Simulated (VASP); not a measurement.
**TePb2S (space group R-3m): computed properties**

These are PBEsol GGA, VASP's PBE PAW potentials (set 64) (plane waves; VASP) values and carry that method's errors.

* **space group**: R-3m (166)
* **cell**: a = b = 4.361 Å, c = 21.354 Å, α = β = 90.00°, γ = 120.00°
* **volume per atom**: 29.31 Å^3/atom
* **band gap (over mesh and band path)**: 0.40 eV
* **smallest direct gap (over mesh and band path)**: 0.44 eV
* **band-edge character**: indirect, Γ to F
* **density**: 8.13 g/cm³

```xyz
4
Lattice="2.1805 1.2589 7.1181 -2.1805 1.2589 7.1181 0.0000 -2.5178 7.1181" Properties=species:S:1:pos:R:3 pbc="T T T"
Te     0.0000     0.0000    10.6772
Pb     0.0000     0.0000    15.8276
Pb     0.0000     0.0000     5.5268
S      0.0000     0.0000     0.0000
```

Unless said otherwise, spin-orbit coupling is left out, though it shifts the bands of the heavy elements here.

The structure comes from a computed database's TePb2S entry (R-3m); how it stands against other phases isn't given here. It was relaxed first, which changed the volume by -6 %. Symmetry was kept, so distortions that lower it aren't found.
